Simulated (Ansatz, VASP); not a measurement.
## TiTeSe in two plane-wave programs

One calculation is typed for both programs; each brings its own data sets. How far apart do they land? Of the first pair: The structure shown is the start of the Ansatz relaxation below; VASP solves that cell, so the two are compared at the walk's first step.

Calculated with Ansatz 0.2.0; plane waves, with VASP 6.6.1 beside it; PBEsol.

## (1) Starting point

The cell holds 3 atoms: 1 Ti, 1 Se and 1 Te. Cell: a = 3.534 Å, b = 3.561 Å, c = 30.000 Å, α = 90.0°, β = 90.0°, γ = 119.8°. Vacuum lies along c.

## (2) Ansatz: relaxation, PBEsol

Ansatz runs on its PAW soft_1 files.

The two programs are compared at the cell with which this relaxation starts, whose forces are those of its first step.

input.yaml reads:

```yaml
crystal:
  lattice:
    - [3.5343278311, 0.0, 0.0]
    - [-1.7671639156, 3.0917350374, 0.0]
    - [0.0, 0.0, 30.0]
  atoms:
    - { symbol: Ti, position: [0.0, 0.0, 0.3369553401] }
    - { symbol: Se, position: [0.3333333333, 0.6666666667, 0.3845335549] }
    - { symbol: Te, position: [0.6666666667, 0.3333333333, 0.2751777716] }
  periodic: [true, true, false]
kpoints:
  mp_grid: { grid: [15, 15, 1] }
hamiltonian:
  xc: pbesol
  pseudopotentials: { kind: paw, azcp: { folder: soft_1 }, xc_functional: pbe }
scf:
  occupations: { method: methfessel_paxton, width: 0.2 }
output:
  forces: true
  stress: true
  eigenvalues: true
relax:
  adjacent_minimum: "off"
  f_tol: 0.001
  max_steps: 60
```

The run is started by

```console
ansatz run input.yaml --threads 4 --pin off --max-ram 16384MiB --backend cpu --events-out ev --progress --plain --runs-dir out
```

Numbers of over 12 decimals in the logs are rounded to 6 here.

Log:

```text
Warning: output.stress: scf.convergence.dr2_threshold = 1e-9 eV (the default of a walk held to its f_tol) is looser than the 3e-10 eV advised for a printed stress (1e-10 eV for each atom of the cell: 3). What an SCF threshold leaves in a stress goes as its square root, and in the free energy as the threshold itself, and one threshold admits the most on a small cell: [figures from the program's tests cut] Every solve  [...]
Engine: ansatz 0.2.0, aarch64-unknown-linux-gnu
Pseudopotentials: kind: paw
Pseudopotential: Ti, paw, valence charge 12, recommended cutoff 420 eV (normal), soft_1/Ti.paw.azcp
Pseudopotential: Se, paw, valence charge 16, recommended cutoff 420 eV (normal), soft_1/Se.paw.azcp
Pseudopotential: Te, paw, valence charge 16, recommended cutoff 420 eV (normal), soft_1/Te.paw.azcp
Functional definition: PBEsol
  exchange = pbesol_x
  correlation = pbesol_c
Crystal: 3 atoms, lattice volume = 327.816 Å³
Basis set: ecut = 420 eV, 6339 PW (Γ), exchange–correlation on 48×48×432 points (8 copies of the dense FFT grid, shifted against one another)
Bands: 27, of which v1, the nominal top of the filled ones, is band 22 counted from 1 (21 counted from 0)
Symmetry: 2 space group operations
Space group: Cm (ITA 8), of the structure as read, at distance tolerance 6.9e-5 Å
k-points: 64 of 225 (time reversal used)
Non-local potential: Ti, projectors of the file, l = 0: 3, l = 1: 2, l = 2: 3, l = 3: 1
Non-local potential: Se, projectors of the file, l = 0: 2, l = 1: 2, l = 2: 3, l = 3: 1
Non-local potential: Te, projectors of the file, l = 0: 2, l = 1: 2, l = 2: 2, l = 3: 1
PAW form: soft (Blöchl's): semilocal exchange-correlation on the pseudo side does not see the compensation charge
PAW frozen core: Ti, regenerated for the run's functional, and the local potential with it (the file was generated under x = pbe(κ = 0.804, μ = 0.219515), c = pbe(β = 0.066725))
PAW frozen core: Se, regenerated for the run's functional, and the local potential with it (the file was generated under x = pbe(κ = 0.804, μ = 0.219515), c = pbe(β = 0.066725))
PAW frozen core: Te, regenerated for the run's functional, and the local potential with it (the file was generated under x = pbe(κ = 0.804, μ = 0.219515), c = pbe(β = 0.066725))
PAW one-centre angular grid: Ti, 590 points (default); XC on 64 Gauss nodes
PAW one-centre angular grid: Se, 590 points (default); XC on 64 Gauss nodes
PAW one-centre angular grid: Te, 590 points (default); XC on 64 Gauss nodes
Initial density: superposition of atomic densities (neutral atoms: chi_scale 0, normalization atom)
Initial wavefunctions: pseudopotential atomic-orbital guess
Functional: x = pbesol(κ = 0.804, μ = 0.123457), c = pbesol(β = 0.046)
SCF iter   1: F=—  HF=-14802.965625 eV  |F-HF|=—  |Δ(HF+E_count)|=         —  Δρ=1.63e-2  dr2=2.42e0  ethr=3.10e-3  ⟨swp⟩=13.7  Hψ=11832  notcnv=0
preconditioner: auto → LDOS  [metal: Δε(μ)=0.089 eV  Ē_g=7.137 eV  σ=0.200 eV  W_gap=0.36  n_scr=18 (ndim 8)  ℏωp=8.2 eV  f_vac=0.752  D(μ)=1.25/eV (n_scr^D=6)  β→1.0]
SCF iter   2: F=—  HF=-14803.506523 eV  |F-HF|=—  |Δ(HF+E_count)|=   5.41e-1  S|Δr|=    0.00e0  Δρ=1.66e-2  dr2=8.25e0  ethr=3.10e-3  ⟨swp⟩=5.1  Hψ=5034  notcnv=0  defer=1  recentre
SCF iter   3: F=—  HF=-14802.472384 eV  |F-HF|=—  |Δ(HF+E_count)|=    1.03e0  S|Δr|=    0.00e0  Δρ=4.86e-3  dr2=3.12e-1  ethr=3.10e-3  ⟨swp⟩=4.5  Hψ=4401  notcnv=0  defer=1
SCF iter   4: F=—  HF=-14802.438773 eV  |F-HF|=—  |Δ(HF+E_count)|=   3.36e-2  S|Δr|=    0.00e0  Δρ=2.03e-3  dr2=2.44e-2  ethr=7.08e-4  ⟨swp⟩=2.4  Hψ=2868  notcnv=0  defer=1
SCF iter   5: F=—  HF=-14802.435918 eV  |F-HF|=—  |Δ(HF+E_count)|=   2.86e-3  S|Δr|=    0.00e0  Δρ=5.57e-4  dr2=1.77e-3  ethr=5.55e-5  ⟨swp⟩=2.9  Hψ=3003  notcnv=0  defer=1
SCF iter   6: F=—  HF=-14802.435828 eV  |F-HF|=—  |Δ(HF+E_count)|=   9.00e-5  S|Δr|=    0.00e0  Δρ=1.80e-4  dr2=1.16e-4  ethr=4.03e-6  ⟨swp⟩=3.2  Hψ=3001  notcnv=0  defer=1
[...]
SCF iter   9: F=-14802.435917 eV  HF=-14802.435917 eV  |F-HF|=1.13e-7  |Δ(HF+E_count)|=   8.67e-7  S|Δr|=    0.00e0  Δρ=1.91e-6  dr2=7.25e-9  ethr=2.27e-10  ⟨swp⟩=12.4  Hψ=10134  notcnv=0
iter 10 did not close the SCF: its close was put off until two iterations running show no level that it waits for move by more than its bar (scf_convergence_deferred on its scf_iter line)
SCF iter  10: F=-14802.435917 eV  HF=-14802.435917 eV  |F-HF|=8.66e-9  |Δ(HF+E_count)|=   1.05e-7  S|Δr|=    0.00e0  Δρ=4.77e-7  dr2=8.62e-10  ethr=1.65e-11  ⟨swp⟩=2.6  Hψ=6036  notcnv=0
SCF iter  11: F=-14802.435917 eV  HF=-14802.435917 eV  |F-HF|=1.55e-9  |Δ(HF+E_count)|=   7.59e-9  S|Δr|=    0.00e0  Δρ=1.23e-7  dr2=7.96e-11  ethr=1.96e-12  ⟨swp⟩=2.5  Hψ=5699  notcnv=0
SCF 1 converged in 11 iterations: F = -14802.435917 eV  dr2 = 7.96e-11
  greatest PAW one-centre occupation: 1.000 electrons in one spin orbital (limit 2), on the Se atom at site 1 (counted from 0), in its partial waves of l = 2
relax step   1: F+E_penalty+E_count = -14802.43591723 eV  Δ(F+E_penalty+E_count) = +0.000e0 eV  max|allowed force component| = 9.458e-2 eV/Å  Δτ_max = 0.0000 Å  (11 SCF iters, dr2 threshold 1.00e-7 eV, accepted)
[...]
relax step   2: F+E_penalty+E_count = -14802.43607986 eV  Δ(F+E_penalty+E_count) = -1.626e-4 eV  max|allowed force component| = 1.046e-1 eV/Å  Δτ_max = 0.0184 Å  (5 SCF iters, dr2 threshold 5.59e-7 eV, accepted)
[...]
relax step   3: F+E_penalty+E_count = -14802.43678781 eV  Δ(F+E_penalty+E_count) = -7.079e-4 eV  max|allowed force component| = 1.097e-2 eV/Å  Δτ_max = 0.0091 Å  (5 SCF iters, dr2 threshold 6.84e-7 eV, accepted)
[...]
relax step   4: F+E_penalty+E_count = -14802.43679956 eV  Δ(F+E_penalty+E_count) = -1.175e-5 eV  max|allowed force component| = 3.238e-4 eV/Å  Δτ_max = 0.0011 Å  (5 SCF iters, dr2 threshold 7.52e-9 eV, accepted)
[...]
relax step   5: F+E_penalty+E_count = -14802.43679956 eV  Δ(F+E_penalty+E_count) = -1.528e-10 eV  max|allowed force component| = 3.205e-4 eV/Å  Δτ_max = 0.0000 Å  (3 SCF iters, accepted)
SCF converged after 3 iterations
Stability not checked: this state was not tested for a lower state beside it, because cold or Methfessel-Paxton smearing, or corrected tetrahedra, fill the levels in a way that the test cannot read (fill_not_monotonic; see scf.lower_state_search)
Free energy (F): -14802.436800 eV
Harris-Foulkes:  -14802.436800 eV  (|F-HF|=1.56e-10)
Internal energy: -14802.437671 eV  (E = F + TS)
E sigma→0 (E₀):  -14802.437017 eV
Entropy (-TS):   0.000871 eV (0.290 meV/atom)
Fermi energy:    -4.868544 eV
--- Per-component energies (eV) ---
  E_band       = -1451.570069
  E_kinetic    = 564.547337
  E_local      = -97781.697035  (includes V_loc(G=0)·N_el)
  E_nonlocal   = -222.565793
  E_hartree    = 48542.380086
  E_xc         = -321.971550
  E_vxc        = -338.003001  (∫ρ·V_xc dr)
  E_paw        = -7696.973751  (= ΣΔE_a)
  E_vpaw       = -758.612982  (= ΣTr[D̂ρ^β])
  E_aug_tail   = -0.000365  (compensation charges beyond the density's cutoff)
  E_ewald      = 42112.320752
  E_core_change = 1.522648  (= ΣΔE_core)
  E_smearing   = 0.000871  (= −TS)
  E_closure    = 0.000000  (closes the sum)
  Σ components = -14802.436800   (vs F -14802.436800, Δ=0.00e0)
--- Forces (eV/Å), atoms counted from 1 ---
  atom   1  Ti     0.00000000    -0.00023905     0.00032071
  atom   2  Se    -0.00000000     0.00013172    -0.00020899
  atom   3  Te    -0.00000000     0.00010684    -0.00011120
  max |Σ_I F_I| component: 5.13e-7 eV/Å
--- 2D stress c σ (N/m, compression-positive) ---
        0.542591       0.000000       0.000000
        0.000000       0.148231       0.000000
        0.000000       0.000000       0.000000
  P = ½ c Tr σ = 0.3454 N/m
--- Band table (eV; the first three rows and the last of 64) ---
  k-point 0: bands = [... 18 lower, -6.9921, -6.8373, -4.4847, -4.4401, -4.1566, -3.7274, -3.6436, -1.2410, ... 1 higher]
  k-point 1: bands = [... 18 lower, -6.9853, -6.5941, -4.7944, -4.5949, -4.2872, -3.6299, -3.5248, -1.5916, ... 1 higher]
  k-point 2: bands = [... 18 lower, -6.9727, -6.3877, -5.6297, -4.8821, -4.3918, -3.5449, -3.3515, -2.1551, ... 1 higher]
  k-point 63: bands = [... 18 lower, -7.8645, -7.7642, -7.1017, -6.6704, -4.2253, -3.7129, -3.2687, -2.5702, ... 1 higher]
--- Relaxed structure (5 steps of the walk, 5 accepted, 0 SCFs on fresh bases) ---
  F+E_penalty+E_count = -14802.43679956 eV   max|allowed force component| = 3.205e-4 eV/Å
  cell:  # Å, volume = 327.8162 Å³
    - [3.5343278311, 2.8578842807992588e-11, 0.0]
    - [-1.767163915575, 3.091735, 0.0]
    - [0.0, 0.0, 30.0]
  atoms:
    - { symbol: Ti, position: [0.000130418, 0.000260835, 0.336920] }
    - { symbol: Se, position: [0.332433, 0.664865, 0.384838] }
    - { symbol: Te, position: [0.667437, 0.334874, 0.274908] }
```

Reading the cycles: dr2 is the Hartree energy of the density residual (eV), the measure of convergence; HF is the Harris–Foulkes estimate of the energy, which meets the free energy F at convergence.

## (3) VASP: single point, PBEsol, start cell, pair 1

The same cell, functional, mesh and smearing now go to VASP, with its own data sets.

Lines of VASP's logs that name or quote its potential files are left out, and so is its time.

INCAR reads:

```
SYSTEM = TiTeSe
PREC = Accurate
ENCUT = 400
EDIFF = 1E-06
NELM = 120
ISMEAR = 1
SIGMA = 0.2
LREAL = .FALSE.
ALGO = Normal
GGA = PS
NBANDS = 18
LASPH = .TRUE.
LORBIT = 11
LWAVE = .FALSE.
LCHARG = .FALSE.
ISIF = 2
LDIPOL = .TRUE.
IDIPOL = 3
DIPOL = 0.5 0.5 0.332
LVHAR = .TRUE.
GGA_COMPAT = .FALSE.
NELMDL = -8
KPAR = 2
```

POSCAR reads:

```
TiTeSe
1.0
    3.5343278311      0.0000000000      0.0000000000
   -1.7671639156      3.0917350374      0.0000000000
    0.0000000000      0.0000000000     30.0000000000
Ti Se Te
1 1 1
Direct
    0.0000000000      0.0000000000      0.3369553333
    0.3333333832      0.6666667664      0.3845335667
    0.6666666108      0.3333332215      0.2751777667
```

KPOINTS reads:

```
Automatic mesh
0
Gamma
15 15 1
0 0 0
```

Potentials, in the order of the species: Ti_sv, Se and Te (PBE family, release 64).

The run is started by

```console
mpirun -np 2 vasp_std
```

Log:

```text
[banner, memory and clock lines left out]
running    2 mpi-ranks, on    1 nodes
 distrk:  each k-point on    1 cores,    2 groups
 distr:  one band on    1 cores,    1 groups

 POSCAR found type information on POSCAR TiSeTe
 POSCAR found :  3 types and       3 ions
|                                                                             |
|               ----> ADVICE to this user running VASP <----                  |
|                                                                             |
|     You enforced a specific xc type in the INCAR file but a different       |
|     [... a line on the potential file left out ...]
|     I HOPE YOU KNOW WHAT YOU ARE DOING!                                     |
|                                                                             |

 LDA part: xc-table for (Slater+PW92), standard interpolation
 POSCAR, INCAR and KPOINTS ok, starting setup
 FFT: planning ... GRIDC
 FFT: planning ... GRID_SOFT
 FFT: planning ... GRID
 WAVECAR not read
 entering main loop
       N       E                     dE             d eps       ncg     rms          rms(c)
DAV:   1     0.146649658989E+03    0.14665E+03   -0.94059E+03  2824   0.815E+02
DAV:   2    -0.552790251767E+00   -0.14720E+03   -0.14445E+03  3084   0.221E+02
DAV:   3    -0.198886872066E+02   -0.19336E+02   -0.19235E+02  4144   0.727E+01
DAV:   4    -0.208151249112E+02   -0.92644E+00   -0.92258E+00  3174   0.155E+01
DAV:   5    -0.208853852992E+02   -0.70260E-01   -0.70237E-01  3630   0.354E+00
DAV:   6    -0.208859502967E+02   -0.56500E-03   -0.56495E-03  3238   0.404E-01
DAV:   7    -0.208859683730E+02   -0.18076E-04   -0.18076E-04  3610   0.615E-02
DAV:   8    -0.208859685064E+02   -0.13337E-06   -0.13315E-06  3142   0.618E-03    0.129E+01
DAV:   9    -0.200205817255E+02    0.86539E+00   -0.31376E+01  2788   0.407E+01    0.113E+01
DAV:  10    -0.189104593971E+02    0.11101E+01   -0.26341E+01  3126   0.342E+01    0.587E+00
DAV:  11    -0.184522891550E+02    0.45817E+00   -0.18071E+00  2614   0.101E+01    0.200E+00
DAV:  12    -0.184388436762E+02    0.13445E-01   -0.49134E-01  3314   0.471E+00    0.133E+00
DAV:  13    -0.184223444812E+02    0.16499E-01   -0.14955E-01  2832   0.311E+00    0.536E-01
DAV:  14    -0.184208060288E+02    0.15385E-02   -0.12200E-02  2582   0.939E-01    0.229E-01
[...]
DAV:  23    -0.184213257775E+02   -0.24200E-04   -0.92592E-07  2482   0.465E-03    0.588E-03
DAV:  24    -0.184213399955E+02   -0.14218E-04   -0.45529E-07  2214   0.352E-03    0.219E-03
DAV:  25    -0.184213532398E+02   -0.13244E-04   -0.46326E-07  2202   0.283E-03    0.162E-03
DAV:  26    -0.184213596064E+02   -0.63666E-05   -0.18789E-07  2028   0.184E-03    0.397E-04
DAV:  27    -0.184213628732E+02   -0.32668E-05   -0.10014E-07  1966   0.145E-03    0.752E-04
DAV:  28    -0.184213640877E+02   -0.12145E-05   -0.22509E-08  1640   0.110E-03    0.434E-04
DAV:  29    -0.184213652187E+02   -0.11310E-05   -0.37953E-08  1830   0.104E-03    0.315E-04
DAV:  30    -0.184213654094E+02   -0.19067E-06   -0.23540E-09  1432   0.325E-04
   1 F= -.18421365E+02 E0= -.18421672E+02  d E =0.919974E-03
```

From OUTCAR (step 3):

```text
ion  position               nearest neighbor table
   1  0.000  0.000  0.337-   2 2.49   2 2.49   2 2.51   3 2.76   3 2.76   3 2.77
   2  0.333  0.667  0.385-   1 2.49   1 2.49   1 2.51
   3  0.667  0.333  0.275-   1 2.76   1 2.76   1 2.77

  LATTYP: Found a base centered orthorhombic cell.
 ALAT       =     3.5343278311
 B/A-ratio  =     1.7495462703
 C/A-ratio  =     8.4881769416

 Subroutine GETGRP returns: Found  2 space group operations
 (whereof  2 operations were pure point group operations)

The static configuration has the point symmetry C_1h.

 Found     64 irreducible k-points:

   k-points           NKPTS =     64   k-points in BZ     NKDIM =     64   number of bands    NBANDS=     18

   dimension x,y,z NGX =    24 NGY =   24 NGZ =  196
   dimension x,y,z NGXF=    48 NGYF=   48 NGZF=  392

   ENCUT  =  400.0 eV  29.40 Ry    5.42 a.u.   5.76  5.81 48.92*2*pi/ulx,y,z

   NELECT =      24.0000    total number of electrons

 k-points in reciprocal lattice and weights: Automatic mesh
   0.00000000  0.00000000  0.00000000       0.004
   0.06666667  0.00000000  0.00000000       0.018
   0.13333333  0.00000000  0.00000000       0.018
   0.20000000 -0.00000000  0.00000000       0.018
   0.26666667  0.00000000  0.00000000       0.018
   0.33333333 -0.00000000  0.00000000       0.018
   0.40000000  0.00000000  0.00000000       0.018
   0.46666667  0.00000000  0.00000000       0.018
   0.00000000  0.06666667  0.00000000       0.009
[...]
0.00000000  0.46666667  0.00000000       0.009
   0.06666667  0.46666667  0.00000000       0.009

 dipolmoment           0.000000      0.000000      0.011856 electrons x Angstroem

 average (electrostatic) potential at core
       1 -83.7659       2 -60.5148       3 -96.4516

 E-fermi :  -2.4817

 k-point     1 :       0.0000    0.0000    0.0000
  band No.  band energies     occupation
    ...
      6     -14.5731      2.00000
      7      -7.2761      2.00000
      8      -4.7062      2.00000
      9      -4.6484      2.00000
     10      -4.4328      2.00000
     11      -2.1062     -0.02325
     12      -2.0676     -0.01264
     13      -1.7501     -0.00000
     14      -1.3358     -0.00000
     15      -1.2557     -0.00000
    ...

 k-point     2 :       0.0667    0.0000    0.0000
  band No.  band energies     occupation
    ...
      6     -14.5280      2.00000
      7      -7.2143      2.00000
      8      -4.9827      2.00000
      9      -4.6846      2.00000
     10      -4.1829      2.00000
     11      -2.3716      0.20687
     12      -2.2629     -0.06466
     13      -1.8701     -0.00013
     14      -1.2202     -0.00000
     15      -1.1763     -0.00000
    ...

 k-point     3 :       0.1333    0.0000    0.0000
  band No.  band energies     occupation
    ...
      8      -5.4269      2.00000
      9      -4.6738      2.00000
     10      -3.9685      2.00000
     11      -3.1933      2.00001
     12      -2.5680      1.66017
     13      -1.9754     -0.00201
     14      -1.1447     -0.00000
     15      -1.0025     -0.00000
     16       0.2816     -0.00000
     17       0.9355     -0.00000
    ...

  Total        0.5374524      0.2020280      0.2758857     -0.0000000     -0.0879729      0.0000000
  in kB        2.6267592      0.9873969      1.3483709     -0.0000000     -0.4299610      0.0000000
  external PRESSURE =       1.6541757 kB  Pullay stress =       0.0000000 kB

  energy-cutoff  :      400.00
  volume of cell :      327.82
      direct lattice vectors                 reciprocal lattice vectors
     3.534327831  0.000000000  0.000000000     0.282939231  0.161721491  0.000000000
    -1.767163916  3.091735037  0.000000000     0.000000000  0.323442982  0.000000000
     0.000000000  0.000000000 30.000000000     0.000000000  0.000000000  0.033333333

 POSITION                                       TOTAL-FORCE (eV/Angst)
 -----------------------------------------------------------------------------------
      0.00000      0.00000     10.10866        -0.000000      0.019352     -0.029780
     -0.00000      2.06116     11.53601         0.000000     -0.037801      0.126817
      1.76716      1.03058      8.25533        -0.000000      0.018449     -0.097038
 -----------------------------------------------------------------------------------
    total drift:                                0.000000      0.000030     -0.000188

  FREE ENERGIE OF THE ION-ELECTRON SYSTEM (eV)
  ---------------------------------------------------
  free  energy   TOTEN  =       -18.4213654094 eV

  energy  without entropy=      -18.4222853835  energy(sigma->0) =      -18.42167207

 vacuum level on the upper side and lower side of the slab         2.489         2.293

 total charge
# of ion       s       p       d       tot
------------------------------------------
    1        2.181   6.154   1.899  10.233
    2        1.469   2.386   0.037   3.892
    3        1.392   1.983   0.042   3.417
--------------------------------------------------
tot          5.041  10.523   1.977  17.542

[... 3 further parts left out ...]
```

The run ends at a pressure of 0.17 GPa, with forces up to 0.13 eV/Å.

## (4) Differences

Known differences besides the potentials themselves: Ansatz cuts the interaction across the vacuum, VASP repeats the sheet with a dipole correction (LDIPOL); the data sets hold 44 valence electrons in Ansatz (on its PAW soft_1 files) and 24 in VASP; the cutoff is 420 eV in Ansatz and 400 eV in VASP; Ansatz makes its cores anew for this functional, VASP keeps those of its PBE data sets. Total energies have different zeros and are not compared.

Forces (eV/Å; atoms numbered as in POSCAR):

| atom | Ansatz x, y, z | VASP x, y, z |
| --- | --- | --- |
| Ti1 | 0.000, 0.019, -0.024 | 0.000, 0.019, -0.030 |
| Se2 | 0.000, -0.037, 0.095 | 0.000, -0.038, 0.127 |
| Te3 | 0.000, 0.018, -0.071 | 0.000, 0.018, -0.097 |

The forces differ by 14 meV/Å r.m.s., which is 24.8 % of the r.m.s. force of 0.056 eV/Å (both taken over all components). Where the cell holds vacuum, a pressure given here is an average over it and none of the material.

## (5) What the set-up changes

Further runs change the set-up of one program: Ansatz's method, potentials or start, or VASP's data sets, cutoff or form of LDA. The table gives that difference for each run.

| run | r.m.s. force difference (meV/Å) |
| --- | --- |
| as above | 14 |
| VASP with the data sets Ti_sv, Se and Te_sv_GW and a cutoff of 520 eV | 10 |

## (6) Ansatz: relaxation, PBEsol

This run makes the geometry at which the two programs are then compared.

The structure compared here is the end of the Ansatz relaxation.

This is the run of step 2 again, met here at its other cell.

(Part 1 of 2 ends here.)

[Lines on the potential files, build, host, timing and source positions are cut from VASP's logs without a mark.]

[Logs are printed without paths, hosts, clocks, repeated set-up lines and the standing remarks that a program may print on its own settings, such as how far it seeks lower states.]

[Hosts, paths, dates, database ids (printed as entryN), source tags and the programs' standing remarks are cut or masked in the printed files.]
